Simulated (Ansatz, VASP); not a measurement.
## BiSb in two plane-wave programs

Wanted: the spread between two codes on one cell, functional and k mesh. The cell is generated by rule, not measured, and may not be a known phase. The cell is taken from a series of runs on this material, whose earlier steps may have relaxed, scaled, displaced or heated it; both programs get it as it stands.

Method: plane waves, with VASP 6.6.1 beside it; zone-centre phonons at PBEsol, in Ansatz 0.2.0.

The structure was built from a prototype and need not be the compound's stable phase.

### 1. Starting point

Symmetry: P6_3mc, No. 186, hexagonal system. Conventional cell: a = 5.297 Å, b = 5.297 Å, c = 6.602 Å, α = 90.00°, β = 90.00°, γ = 120.00°. Sb has 4 Bi at 2.96 to 3.08 Å nearest. Nearest to Bi lie 4 Sb at 2.96 to 3.08 Å. Farther neighbours are not listed.

### 2. VASP: zone-centre phonons, PBEsol

Second derivatives magnify differences that forces hide, and they need a tight electronic threshold.

Lines of VASP's logs that name or quote its potential files are left out, and so is its time.

INCAR

```
SYSTEM = BiSb
PREC = Accurate
ENCUT = 500
EDIFF = 1E-08
NELM = 120
ISMEAR = 1
SIGMA = 0.15
LREAL = .FALSE.
ALGO = Normal
GGA = PS
NBANDS = 26
LORBIT = 11
LWAVE = .FALSE.
LCHARG = .FALSE.
ISIF = 2
IBRION = 8
LASPH = .TRUE.
GGA_COMPAT = .FALSE.
KPAR = 2
```

POSCAR

```
BiSb
1.0
    5.2973098133      0.0000000000      0.0000000000
   -2.6486549066      4.5876048700      0.0000000000
    0.0000000000      0.0000000000      6.6017445695
Sb Bi
2 2
Direct
    0.3333333333      0.6666666667      0.9631776788
    0.6666666667      0.3333333333      0.4631776788
    0.3333333333      0.6666666667      0.4118223212
    0.6666666667      0.3333333333      0.9118223212
```

KPOINTS

```
Automatic mesh
0
Gamma
10 10 6
0 0 0
```

Potentials, in the order of the species: Sb and Bi_d (PBE family, release 64).

Command:

```console
$ mpirun -np 2 vasp_std
```

Numbers of over 12 decimals in the logs are rounded to 6 here.

What it wrote:

```text
[banner, memory and clock lines left out]
running    2 mpi-ranks, on    1 nodes
 distrk:  each k-point on    1 cores,    2 groups
 distr:  one band on    1 cores,    1 groups

 POSCAR found type information on POSCAR SbBi
 POSCAR found :  2 types and       4 ions
|                                                                             |
|               ----> ADVICE to this user running VASP <----                  |
|                                                                             |
|     You enforced a specific xc type in the INCAR file but a different       |
|     [... a line on the potential file left out ...]
|     I HOPE YOU KNOW WHAT YOU ARE DOING!                                     |
|                                                                             |

 LDA part: xc-table for (Slater+PW92), standard interpolation
 POSCAR, INCAR and KPOINTS ok, starting setup
 FFT: planning ... GRIDC
 FFT: planning ... GRID_SOFT
 FFT: planning ... GRID
 WAVECAR not read
 entering main loop
       N       E                     dE             d eps       ncg     rms          rms(c)
DAV:   1     0.364833349426E+03    0.36483E+03   -0.18446E+04  2944   0.144E+03
DAV:   2     0.167935497657E+02   -0.34804E+03   -0.34354E+03  3204   0.376E+02
DAV:   3    -0.160358673244E+02   -0.32829E+02   -0.32427E+02  3664   0.137E+02
DAV:   4    -0.171545030786E+02   -0.11186E+01   -0.11161E+01  3428   0.283E+01
DAV:   5    -0.171998432591E+02   -0.45340E-01   -0.45336E-01  4058   0.532E+00    0.286E+00
DAV:   6    -0.170994909598E+02    0.10035E+00   -0.27315E-01  3514   0.252E+00    0.160E+00
DAV:   7    -0.170822594444E+02    0.17232E-01   -0.56213E-02  3638   0.115E+00    0.753E-01
DAV:   8    -0.170801626514E+02    0.20968E-02   -0.12275E-02  3574   0.575E-01    0.912E-02
DAV:   9    -0.170802817344E+02   -0.11908E-03   -0.10443E-03  3346   0.159E-01    0.492E-02
DAV:  10    -0.170805504666E+02   -0.26873E-03   -0.41687E-04  3118   0.980E-02    0.213E-02
DAV:  11    -0.170805552459E+02   -0.47793E-05   -0.23471E-05  3922   0.228E-02    0.125E-02
DAV:  12    -0.170805646116E+02   -0.93657E-05   -0.20820E-05  3066   0.210E-02    0.104E-03
DAV:  13    -0.170805648621E+02   -0.25044E-06   -0.32655E-07  3958   0.323E-03    0.652E-04
DAV:  14    -0.170805651084E+02   -0.24633E-06   -0.14864E-07  2650   0.152E-03    0.208E-04
DAV:  15    -0.170805651368E+02   -0.28394E-07   -0.13114E-08  2472   0.866E-04    0.924E-05
DAV:  16    -0.170805651447E+02   -0.78653E-08   -0.29654E-09  1872   0.371E-04
   1 F= -.17080565E+02 E0= -.17081124E+02  d E =0.167620E-02
 Linear response reoptimize wavefunctions to high precision
DAV:   1    -0.170805651441E+02    0.53478E-09   -0.41118E-10  1698   0.184E-04
DAV:   2    -0.170805651442E+02   -0.67303E-10   -0.12173E-10  1608   0.111E-04
 Linear response DOF=           4
 Linear response progress:
  Degree of freedom:   1/  4
       N       E                     dE             d eps       ncg     rms          rms(c)
RMM:   1    -0.299325494496E-01   -0.29933E-01    0.22522E-02 27147   0.916E-01
RMM:   2    -0.281425391163E-01    0.17900E-02   -0.29982E-03 24867   0.256E-01    0.380E-02
RMM:   3    -0.281745308041E-01   -0.31992E-04   -0.27365E-04 30159   0.887E-02    0.189E-02
RMM:   4    -0.282090468291E-01   -0.34516E-04   -0.39768E-05 29612   0.360E-02    0.541E-03
RMM:   5    -0.282234096574E-01   -0.14363E-04   -0.14776E-06 32025   0.147E-02    0.233E-03
RMM:   6    -0.282218335491E-01    0.15761E-05    0.74684E-08 30629   0.306E-03    0.930E-04
RMM:   7    -0.282212590158E-01    0.57453E-06   -0.78985E-07 30692   0.104E-03    0.233E-04
RMM:   8    -0.282214107622E-01   -0.15175E-06   -0.34179E-07 30994   0.474E-04    0.464E-05
RMM:   9    -0.282215485267E-01   -0.13776E-06    0.90257E-09 31897   0.182E-04    0.271E-05
RMM:  10    -0.282216611730E-01   -0.11265E-06    0.37043E-08 30716   0.915E-05    0.612E-06
RMM:  11    -0.282216639155E-01   -0.27425E-08   -0.35314E-08 32722   0.549E-05    0.196E-06
 first order change of Fermi-energy   0.58400E-05
 force on displaced ion       1 direction 1 :  -3.450  -0.000   0.001
 Linear response progress:
  Degree of freedom:   2/  4
       N       E                     dE             d eps       ncg     rms          rms(c)
RMM:   1    -0.329345739552E-01   -0.32935E-01    0.24587E-02  6044   0.939E-01
RMM:   2    -0.310649202674E-01    0.18697E-02   -0.35527E-03  5935   0.293E-01    0.432E-02
RMM:   3    -0.310591933919E-01    0.57269E-05   -0.28082E-04  6389   0.114E-01    0.226E-02
RMM:   4    -0.310673354147E-01   -0.81420E-05   -0.55986E-05  7015   0.441E-02    0.797E-03
RMM:   5    -0.310759600006E-01   -0.86246E-05   -0.11453E-05  7408   0.182E-02    0.325E-03
RMM:   6    -0.310753081669E-01    0.65183E-06   -0.24018E-06  6454   0.361E-03    0.123E-03
RMM:   7    -0.310747710461E-01    0.53712E-06   -0.10383E-06  6361   0.164E-03    0.173E-04
RMM:   8    -0.310745091695E-01    0.26188E-06   -0.85490E-08  7414   0.681E-04    0.668E-05
RMM:   9    -0.310744978382E-01    0.11331E-07   -0.37968E-07  7017   0.264E-04    0.317E-05
RMM:  10    -0.310745318887E-01   -0.34050E-07   -0.23682E-07  6336   0.108E-04    0.140E-05
RMM:  11    -0.310745687077E-01   -0.36819E-07   -0.68041E-08  6761   0.688E-05    0.591E-06
RMM:  12    -0.310745778774E-01   -0.91696E-08   -0.74089E-08  6978   0.512E-05    0.194E-06
 first order change of Fermi-energy  -0.15772E+00
 force on displaced ion       1 direction 3 :   0.000  -0.000  -5.084
 Linear response progress:
  Degree of freedom:   3/  4
       N       E                     dE             d eps       ncg     rms          rms(c)
RMM:   1    -0.333708008048E+00   -0.33371E+00    0.22513E-01 20695   0.819E+00
RMM:   2    -0.341963428187E+00   -0.82554E-02   -0.20636E-02 25271   0.939E-01    0.342E-02
RMM:   3    -0.342032692978E+00   -0.69265E-04   -0.18212E-03 30512   0.286E-01    0.216E-02
RMM:   4    -0.341910756815E+00    0.12194E-03   -0.13834E-04 30401   0.832E-02    0.504E-03
RMM:   5    -0.341932948616E+00   -0.22192E-04   -0.47720E-05 31577   0.274E-02    0.255E-03
RMM:   6    -0.341946461334E+00   -0.13513E-04   -0.82247E-06 30523   0.110E-02    0.719E-04
RMM:   7    -0.341950069148E+00   -0.36078E-05   -0.52426E-06 31751   0.448E-03    0.449E-04
RMM:   8    -0.341947675492E+00    0.23937E-05   -0.69459E-07 30006   0.154E-03    0.725E-05
RMM:   9    -0.341947176183E+00    0.49931E-06   -0.99409E-07 31988   0.586E-04    0.359E-05
RMM:  10    -0.341947030264E+00    0.14592E-06   -0.46753E-07 30541   0.309E-04    0.975E-06
RMM:  11    -0.341947177282E+00   -0.14702E-06   -0.41298E-07 31767   0.196E-04    0.417E-06
RMM:  12    -0.341947205700E+00   -0.28418E-07   -0.16383E-07 31462   0.145E-04    0.178E-06
RMM:  13    -0.341947183661E+00    0.22039E-07   -0.25232E-08 31501   0.121E-04    0.727E-07
RMM:  14    -0.341947176233E+00    0.74276E-08   -0.45298E-08 31324   0.109E-04    0.389E-07
 first order change of Fermi-energy  -0.11069E-04
 force on displaced ion       3 direction 1 :  -3.519  -0.001   0.000
 Linear response progress:
  Degree of freedom:   4/  4
       N       E                     dE             d eps       ncg     rms          rms(c)
RMM:   1    -0.342365043880E+00   -0.34237E+00    0.19921E-01  5001   0.797E+00
RMM:   2    -0.349358513619E+00   -0.69935E-02   -0.21229E-02  5936   0.957E-01    0.444E-02
RMM:   3    -0.349359069629E+00   -0.55601E-06   -0.18346E-03  7096   0.286E-01    0.255E-02
RMM:   4    -0.349237174398E+00    0.12190E-03   -0.15045E-04  7075   0.848E-02    0.913E-03
RMM:   5    -0.349238915146E+00   -0.17407E-05    0.41227E-05  7056   0.282E-02    0.331E-03
RMM:   6    -0.349255892089E+00   -0.16977E-04    0.30134E-06  7020   0.119E-02    0.938E-04
RMM:   7    -0.349264257433E+00   -0.83653E-05    0.13338E-05  6805   0.574E-03    0.311E-04
RMM:   8    -0.349265217545E+00   -0.96011E-06    0.14527E-06  7040   0.237E-03    0.188E-04
RMM:   9    -0.349263374288E+00    0.18433E-05    0.63818E-07  6364   0.111E-03    0.483E-05
RMM:  10    -0.349263863366E+00   -0.48908E-06   -0.20370E-06  7428   0.558E-04    0.278E-05
RMM:  11    -0.349263792895E+00    0.70471E-07   -0.33149E-07  6965   0.295E-04    0.116E-05
RMM:  12    -0.349263829161E+00   -0.36266E-07   -0.16836E-07  7532   0.191E-04    0.404E-06
RMM:  13    -0.349263797841E+00    0.31320E-07    0.18911E-07  7311   0.143E-04    0.198E-06
RMM:  14    -0.349263797049E+00    0.79165E-09    0.12880E-08  7618   0.120E-04    0.124E-06
 first order change of Fermi-energy   0.15777E+00
 force on displaced ion       3 direction 3 :   0.000  -0.000  -5.404
 Linear response finished
```

OUTCAR, selected parts (step 2):

```text
ion  position               nearest neighbor table
   1  0.333  0.667  0.963-   3 2.96   4 3.08   4 3.08   4 3.08   3 3.64
   2  0.667  0.333  0.463-   4 2.96   3 3.08   3 3.08   3 3.08   4 3.64
   3  0.333  0.667  0.412-   1 2.96   2 3.08   2 3.08   2 3.08   1 3.64
   4  0.667  0.333  0.912-   2 2.96   1 3.08   1 3.08   1 3.08   2 3.64

  LATTYP: Found a hexagonal cell.
 ALAT       =     5.2973098133
 C/A-ratio  =     1.2462447548

 Subroutine GETGRP returns: Found 12 space group operations
 (whereof  6 operations were pure point group operations)

The static configuration has the point symmetry C_3v.
 The point group associated with its full space group is C_6v.

 Found     56 irreducible k-points:

   k-points           NKPTS =     56   k-points in BZ     NKDIM =     56   number of bands    NBANDS=     26

   dimension x,y,z NGX =    40 NGY =   40 NGZ =   48
   dimension x,y,z NGXF=    80 NGYF=   80 NGZF=   96

   ENCUT  =  500.0 eV  36.75 Ry    6.06 a.u.   9.66  9.66 12.04*2*pi/ulx,y,z

   NELECT =      40.0000    total number of electrons

 k-points in reciprocal lattice and weights: Automatic mesh
   0.00000000  0.00000000  0.00000000       0.002
   0.10000000 -0.00000000  0.00000000       0.010
   0.20000000 -0.00000000  0.00000000       0.010
   0.30000000  0.00000000  0.00000000       0.010
   0.40000000  0.00000000  0.00000000       0.010
   0.50000000 -0.00000000  0.00000000       0.005
   0.10000000  0.10000000  0.00000000       0.010
   0.20000000  0.10000000  0.00000000       0.020
   0.30000000  0.10000000  0.00000000       0.020
[...]
0.40000000  0.20000000  0.50000000       0.010
   0.30000000  0.30000000  0.50000000       0.010

 average (electrostatic) potential at core
       1 -87.7733       2 -87.7733       3-106.1346       4-106.1346

  Total       -0.0179814     -0.0179814      0.0217383     -0.0000000      0.0000000      0.0000000
  in kB       -0.1795699     -0.1795699      0.2170883     -0.0000000      0.0000000      0.0000000
  external PRESSURE =      -0.0473505 kB  Pullay stress =       0.0000000 kB

  energy-cutoff  :      500.00
  volume of cell :      160.44
      direct lattice vectors                 reciprocal lattice vectors
     5.297309813  0.000000000  0.000000000     0.188775064  0.108989334  0.000000000
    -2.648654907  4.587604870  0.000000000     0.000000000  0.217978668  0.000000000
     0.000000000  0.000000000  6.601744570     0.000000000  0.000000000  0.151475112

 POSITION                                       TOTAL-FORCE (eV/Angst)
 -----------------------------------------------------------------------------------
     -0.00000      3.05840      6.35865        -0.000000     -0.000000     -0.007437
      2.64865      1.52920      3.05778         0.000000     -0.000000     -0.007437
     -0.00000      3.05840      2.71875         0.000000     -0.000000      0.007437
      2.64865      1.52920      6.01962        -0.000000      0.000000      0.007437
 -----------------------------------------------------------------------------------
    total drift:                               -0.000000      0.000000      0.000250

 Eigenvectors and eigenvalues of the dynamical matrix
 ----------------------------------------------------

   1 f  =    4.143891 THz    26.036834 2PiTHz  138.225320 cm-1    17.137748 meV
             X         Y         Z           dx          dy          dz
     -0.000000  3.058403  6.358653    -0.000000   -0.000000   -0.574910
      2.648655  1.529202  3.057781    -0.000000   -0.000000    0.574910
     -0.000000  3.058403  2.718746     0.000000    0.000000    0.411677
      2.648655  1.529202  6.019618     0.000000    0.000000   -0.411677

   2 f  =    3.780226 THz    23.751858 2PiTHz  126.094756 cm-1    15.633750 meV
             X         Y         Z           dx          dy          dz
     -0.000000  3.058403  6.358653     0.497801    0.261739    0.000000
      2.648655  1.529202  3.057781     0.497801    0.261739    0.000000
     -0.000000  3.058403  2.718746    -0.379347   -0.199457   -0.000000
      2.648655  1.529202  6.019618    -0.379347   -0.199457   -0.000000

   3 f  =    3.780226 THz    23.751858 2PiTHz  126.094756 cm-1    15.633750 meV
             X         Y         Z           dx          dy          dz
     -0.000000  3.058403  6.358653    -0.261739    0.497801   -0.000000
      2.648655  1.529202  3.057781    -0.261739    0.497801   -0.000000
     -0.000000  3.058403  2.718746     0.199457   -0.379347   -0.000000
      2.648655  1.529202  6.019618     0.199457   -0.379347   -0.000000

   4 f  =    3.548744 THz    22.297414 2PiTHz  118.373347 cm-1    14.676418 meV
             X         Y         Z           dx          dy          dz
     -0.000000  3.058403  6.358653     0.000000    0.000000   -0.561726
      2.648655  1.529202  3.057781     0.000000    0.000000   -0.561726
     -0.000000  3.058403  2.718746    -0.000000   -0.000000    0.429492
      2.648655  1.529202  6.019618    -0.000000   -0.000000    0.429492

   5 f  =    2.814242 THz    17.682402 2PiTHz   93.872999 cm-1    11.638763 meV
             X         Y         Z           dx          dy          dz
     -0.000000  3.058403  6.358653     0.490240    0.257770   -0.000000
      2.648655  1.529202  3.057781    -0.490240   -0.257770   -0.000000
     -0.000000  3.058403  2.718746     0.389063    0.204571    0.000000
      2.648655  1.529202  6.019618    -0.389063   -0.204571    0.000000

   6 f  =    2.814242 THz    17.682402 2PiTHz   93.872999 cm-1    11.638763 meV
             X         Y         Z           dx          dy          dz
     -0.000000  3.058403  6.358653    -0.257770    0.490240   -0.000000
      2.648655  1.529202  3.057781     0.257770   -0.490240   -0.000000
     -0.000000  3.058403  2.718746    -0.204571    0.389063   -0.000000
      2.648655  1.529202  6.019618     0.204571   -0.389063   -0.000000

   7 f  =    1.812713 THz    11.389612 2PiTHz   60.465598 cm-1     7.496775 meV
             X         Y         Z           dx          dy          dz
     -0.000000  3.058403  6.358653    -0.000000   -0.000000    0.411677
      2.648655  1.529202  3.057781    -0.000000   -0.000000   -0.411677
     -0.000000  3.058403  2.718746    -0.000000   -0.000000    0.574910
      2.648655  1.529202  6.019618    -0.000000   -0.000000   -0.574910

   8 f/i=    0.002945 THz     0.018501 2PiTHz    0.098219 cm-1     0.012178 meV
             X         Y         Z           dx          dy          dz
     -0.000000  3.058403  6.358653     0.109989   -0.414233   -0.000000
      2.648655  1.529202  3.057781     0.109989   -0.414233   -0.000000
     -0.000000  3.058403  2.718746     0.144335   -0.543581   -0.000000
      2.648655  1.529202  6.019618     0.144335   -0.543581   -0.000000

   9 f/i=    0.002945 THz     0.018501 2PiTHz    0.098219 cm-1     0.012178 meV
             X         Y         Z           dx          dy          dz
     -0.000000  3.058403  6.358653    -0.414233   -0.109989    0.000000
      2.648655  1.529202  3.057781    -0.414233   -0.109989    0.000000
     -0.000000  3.058403  2.718746    -0.543581   -0.144335    0.000000
      2.648655  1.529202  6.019618    -0.543581   -0.144335    0.000000

  10 f/i=    0.002949 THz     0.018531 2PiTHz    0.098380 cm-1     0.012198 meV
             X         Y         Z           dx          dy          dz
     -0.000000  3.058403  6.358653     0.000000   -0.000000    0.429492
      2.648655  1.529202  3.057781     0.000000   -0.000000    0.429492
     -0.000000  3.058403  2.718746     0.000000   -0.000000    0.561726
      2.648655  1.529202  6.019618     0.000000   -0.000000    0.561726

  11 f/i=    0.357448 THz     2.245914 2PiTHz   11.923190 cm-1     1.478286 meV
             X         Y         Z           dx          dy          dz
     -0.000000  3.058403  6.358653    -0.204650    0.389021   -0.000000
      2.648655  1.529202  3.057781     0.204650   -0.389021   -0.000000
     -0.000000  3.058403  2.718746     0.257870   -0.490187   -0.000000
      2.648655  1.529202  6.019618    -0.257870    0.490187   -0.000000

  12 f/i=    0.357448 THz     2.245914 2PiTHz   11.923190 cm-1     1.478286 meV
             X         Y         Z           dx          dy          dz
     -0.000000  3.058403  6.358653     0.389021    0.204650    0.000000
      2.648655  1.529202  3.057781    -0.389021   -0.204650    0.000000
     -0.000000  3.058403  2.718746    -0.490187   -0.257870    0.000000
      2.648655  1.529202  6.019618     0.490187    0.257870    0.000000

 ELASTIC MODULI CONTR FROM IONIC RELAXATION (kBar)
 Direction    XX          YY          ZZ          XY          YZ          ZX
 --------------------------------------------------------------------------------
 XX         -64.4524     52.3388     63.2959     -0.0000      0.0000      0.0000
 YY          52.3388    -64.4524     63.2959     -0.0000     -0.0000     -0.0000
 ZZ          63.2959     63.2959   -661.4693      0.0000      0.0000      0.0000
 XY          -0.0000     -0.0000      0.0000    -58.3956      0.0000      0.0000
 YZ           0.0000     -0.0000      0.0000      0.0000     -0.1835     -0.0000
 ZX           0.0000     -0.0000      0.0000      0.0000     -0.0000     -0.6238
 --------------------------------------------------------------------------------
```

Energies printed during the response cycles are not total energies of the cell.

(Continued in part 2 of 2.)

[Lines on the potential files, build, host, timing and source positions are cut from VASP's logs without a mark.]

[Logs are printed without paths, hosts, clocks, repeated set-up lines and the standing remarks that a program may print on its own settings, such as how far it seeks lower states.]

[Hosts, paths, dates, database ids (printed as entryN), source tags and the programs' standing remarks are cut or masked in the printed files.]
